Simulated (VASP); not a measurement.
**Barium: convergence with the PAW data sets and k-mesh**

Aim: find what the PAW data sets and k-mesh change for Barium, and what they cost. The series runs use PBE. The PAW data sets tried: minimal 64: Ba_sv; recommended 54: Ba_sv; gw 64: Ba_sv_GW. The k-mesh tried: 2 2 2; 3 3 3; 4 4 4; 6 6 6; 8 8 8; 9 9 9; 12 12 12. The start is a cell from a database of measured crystal structures.

Main program and level: VASP 6.6.1; PBE; plane waves and PAW (Ba_sv), in the first sound run; inputs show where later runs differ.

This is a report of a sequence of runs, with most program output left out.

The database entry behind the starting cell differs from later determinations by our own check (0.1 to 0.3 % short, probably kX units), so it need not match the best structure at ambient conditions.

### Step 1. Starting point

Symmetry: Im-3m, No. 229, cubic system. Conventional cell: a = 5.013 Å, b = 5.013 Å, c = 5.013 Å, α = 90.00°, β = 90.00°, γ = 90.00°. Nearest to Ba lie 8 Ba at 4.34 Å.

As a file:

```xyz
1
Lattice="-2.5065 2.5065 2.5065 2.5065 -2.5065 2.5065 2.5065 2.5065 -2.5065" Properties=species:S:1:pos:R:3 pbc="T T T"
Ba    0.0000    0.0000    0.0000
```

### Step 2. PAW data sets: minimal 64: Ba sv

Data sets differ in which electrons are valence and how hard the partial waves are. PBE, the usual starting point, adds the gradient of the density.

Contents of INCAR:

```
SYSTEM = Ba
PREC = Accurate
ENCUT = 400
EDIFF = 1E-06
NELM = 100
ISMEAR = -1
SIGMA = 0.05
LREAL = .FALSE.
ALGO = Normal
GGA = PE
NBANDS = 11
LORBIT = 11
LWAVE = .FALSE.
LCHARG = .FALSE.
KPAR = 2
ISIF = 2
```

Contents of POSCAR:

```
Ba
1.0
   -2.5065000000      2.5065000000      2.5065000000
    2.5065000000     -2.5065000000      2.5065000000
    2.5065000000      2.5065000000     -2.5065000000
Ba
1
Direct
    0.0000000000      0.0000000000      0.0000000000
```

Contents of KPOINTS:

```
Automatic mesh
0
Gamma
6 6 6
0 0 0
```

Potentials, in the order of the species: Ba_sv (PBE family, release 64).

The run is started by

```console
$ mpirun -np 2 vasp_std
```

It took 7 s on 2 MPI ranks of Intel Xeon Platinum 8375C at 2.90GHz (Ice Lake), shared host; peak memory 0.28 GiB; 12 s of CPU time.

The k-mesh is coarse for a metal.

This step gave:

| Item | Value |
| --- | --- |
| SCF cycles | 11 |
| electrons | 10 |
| bands | 11 |
| irreducible k-points | 16 |
| symmetry operations | 48 |
| free energy (TOTEN) | -1.906 eV |
| energy at zero smearing | -1.899 eV |
| Fermi energy | 1.676 eV |
| pressure | 0.1766 GPa |
| metallic | yes |

The series starts at -1.8992 eV an atom and 0.18 GPa, after 11 cycles in 7 s.

### Step 3. PAW data sets: recommended 54: Ba sv

INCAR is that of step 2.

POSCAR is that of step 2.

KPOINTS is that of step 2.

PAW data sets: Ba_sv (PBE family, release 54).

The run is started by

```console
$ mpirun -np 2 vasp_std
```

It took 6.2 s on 2 MPI ranks; peak memory 0.27 GiB.

With 10 valence electrons the pressure is 0.18 GPa, +0.00 GPa from the first of the series, after 11 cycles in 6.2 s.

### Step 4. PAW data sets: GW 64: Ba sv GW

This step: PBE; plane waves and PAW (Ba_sv_GW) (VASP 6.6.1).

INCAR is that of step 3.

POSCAR is that of step 3.

KPOINTS is that of step 3.

Potentials, in the order of the species: Ba_sv_GW (PBE family, release 64).

The run is started by

```console
$ mpirun -np 2 vasp_std
```

Elapsed: 7.4 s, on 2 MPI ranks; peak memory 0.28 GiB; 13 s of CPU time.

With 10 valence electrons the pressure is -0.01 GPa, -0.18 GPa from the first of the series, after 11 cycles in 7.4 s.

### Step 5. The PAW data sets series as a table

This step: convergence of PBE results with the datasets; plane waves and PAW (VASP 6.6.1).

No new run; the numbers come from the runs before.

Results of the series, by row:

| setting | status | pressure (GPa) | SCF cycles | wall time (s) |
| --- | --- | --- | --- | --- |
| minimal 64: Ba_sv, 400 eV | converged | 0.1766 | 11 | 7 |
| recommended 54: Ba_sv, 400 eV | converged | 0.1766 | 11 | 6.2 |
| gw 64: Ba_sv_GW, 400 eV | converged | -0.007387 | 11 | 7.4 |

### Step 6. K-mesh: 2 2 2

This step: PBE; plane waves and PAW (Ba_sv) (VASP 6.6.1).

The sum over the zone converges with the mesh, fast for insulators and slowly for metals.

INCAR, as its differences from that of step 4:

```diff
@@ -14,3 +14,3 @@
 LCHARG = .FALSE.
-KPAR = 2
+NCORE = 2
 ISIF = 2
```

POSCAR is that of step 4.

Contents of KPOINTS:

```
Automatic mesh
0
Gamma
2 2 2
0 0 0
```

PAW data sets: Ba_sv (PBE family, release 64).

The run is started by

```console
$ mpirun -np 2 vasp_std
```

Elapsed: 3 s, on 2 MPI ranks; peak memory 0.23 GiB.

Harder data sets than Ba_sv exist (the GW ones), and pressures, volumes and forces can shift noticeably with them.

This step gave:

| Property | Result |
| --- | --- |
| irreducible k-points | 3 |
| free energy (TOTEN) | -2.551 eV |
| energy at zero smearing | -2.542 eV |
| Fermi energy | 1.130 eV |
| pressure | -4.124 GPa |

The series starts at -2.5423 eV an atom and -4.12 GPa, after 11 cycles in 3 s.

### Step 7. K-mesh: 3 3 3

INCAR, as its differences from that of step 6:

```diff
@@ -14,3 +14,3 @@
 LCHARG = .FALSE.
-NCORE = 2
+KPAR = 2
 ISIF = 2
```

POSCAR is that of step 6.

Contents of KPOINTS:

```
Automatic mesh
0
Gamma
3 3 3
0 0 0
```

The run is started by

```console
$ mpirun -np 2 vasp_std
```

Wall time 4.2 s (2 MPI ranks); peak memory 0.27 GiB; 6.7 s of CPU time.

Against the run before the energy moves by +738.56 meV an atom and the pressure by +3.59 GPa, after 11 cycles in 4.2 s.

### Step 8. K-mesh: 4 4 4

INCAR is that of step 7.

POSCAR is that of step 7.

Contents of KPOINTS:

```
Automatic mesh
0
Gamma
4 4 4
0 0 0
```

The run is started by

```console
$ mpirun -np 2 vasp_std
```

Wall time 5.2 s (2 MPI ranks); peak memory 0.27 GiB.

Against the run before the energy moves by -101.50 meV an atom and the pressure by +0.85 GPa, after 11 cycles in 5.2 s.

### Step 9. K-mesh: 6 6 6

INCAR is that of step 8.

POSCAR is that of step 8.

Contents of KPOINTS:

```
Automatic mesh
0
Gamma
6 6 6
0 0 0
```

The run is started by

```console
$ mpirun -np 2 vasp_std
```

Run time: 7.4 s. Hardware: 2 MPI ranks; peak memory 0.28 GiB.

Against the run before the energy moves by +6.04 meV an atom and the pressure by -0.13 GPa, after 11 cycles in 7.4 s.

### Step 10. K-mesh: 8 8 8

INCAR is that of step 9.

POSCAR is that of step 9.

Contents of KPOINTS:

```
Automatic mesh
0
Gamma
8 8 8
0 0 0
```

The run is started by

```console
$ mpirun -np 2 vasp_std
```

It took 8.6 s on 2 MPI ranks; peak memory 0.29 GiB.

Against the run before the energy moves by -13.18 meV an atom and the pressure by -0.15 GPa, after 11 cycles in 8.6 s.

### Step 11. K-mesh: 9 9 9

INCAR is that of step 10.

POSCAR is that of step 10.

Contents of KPOINTS:

```
Automatic mesh
0
Gamma
9 9 9
0 0 0
```

The run is started by

```console
$ mpirun -np 2 vasp_std
```

Run time: 11 s. Hardware: 2 MPI ranks; peak memory 0.29 GiB; 20 s of CPU time.

Against the run before the energy moves by +5.66 meV an atom and the pressure by +0.07 GPa, after 11 cycles in 11 s.

### Step 12. K-mesh: 12 12 12

INCAR is that of step 11.

POSCAR is that of step 11.

Contents of KPOINTS:

```
Automatic mesh
0
Gamma
12 12 12
0 0 0
```

The run is started by

```console
$ mpirun -np 2 vasp_std
```

Run time: 20 s. Hardware: 2 MPI ranks; peak memory 0.32 GiB; 38 s of CPU time.

Against the run before the energy moves by -0.74 meV an atom and the pressure by -0.02 GPa, after 11 cycles in 20 s.

### Step 13. The k-mesh series as a table

This step: convergence of PBE results with the mesh; plane waves and PAW (VASP 6.6.1).

Derived from the runs above.

Differences are taken from the run with 12 12 12. Results of the series, by row:

| setting | status | energy less the reference (meV/atom) | pressure (GPa) | SCF cycles | wall time (s) |
| --- | --- | --- | --- | --- | --- |
| 2 2 2 | converged | -634.8 | -4.124 | 11 | 3 |
| 3 3 3 | converged | 103.7 | -0.5343 | 11 | 4.2 |
| 4 4 4 | converged | 2.224 | 0.3115 | 11 | 5.2 |
| 6 6 6 | converged | 8.267 | 0.1766 | 11 | 7.4 |
| 8 8 8 | converged | -4.916 | 0.0308 | 11 | 8.6 |
| 9 9 9 | converged | 0.7398 | 0.09721 | 11 | 10.8 |
| 12 12 12 | converged | 0 | 0.08067 | 11 | 20 |

### Step 14. Outcome

```json
{"spread of the pressure over the PAW data sets": "0.184 GPa", "k-mesh from which the energy stays within 10 meV/atom of the reference": "4 4 4", "k-mesh from which the energy stays within 1 meV/atom of the reference": "9 9 9", "k-mesh from which the pressure stays within 0.2 GPa of the reference": "6 6 6", "spread of the pressure over the k-mesh": "4.44 GPa", "spread of the energy over the k-mesh": "739 meV/atom"}
```

In words: The choice of data set moves the pressure between -0.01 GPa (gw 64: Ba_sv_GW) and 0.18 GPa (minimal 64: Ba_sv); all ran at 400 eV. From 9 9 9 on, the energy stays within 1 meV an atom of the reference, at 54 % of its time. The pressure holds within 0.2 GPa from 6 6 6 on. The energy swings above and below the reference, since the sum over k-points is not variational. A metal's Fermi surface slows this convergence. Differences are taken from the run with 12 12 12, which is itself not the exact limit. Data sets differ in their zero of energy, so energies are not compared. Forces vanish by symmetry in this cell, so the series can't test them. The runs at 2 2 2; 3 3 3 are over 30 meV an atom or 2 GPa off and describe the material poorly.

[Lines on the potential files, build, host, timing and source positions are cut from VASP's logs without a mark.]

[Logs are printed without paths, hosts, clocks, repeated set-up lines and the standing remarks that a program may print on its own settings, such as how far it seeks lower states.]

[Hosts, paths, dates, database ids (printed as entryN), source tags and the programs' standing remarks are cut or masked in the printed files.]

[A measured line is paired with the nearest computed mode of its activity, which favours agreement.]
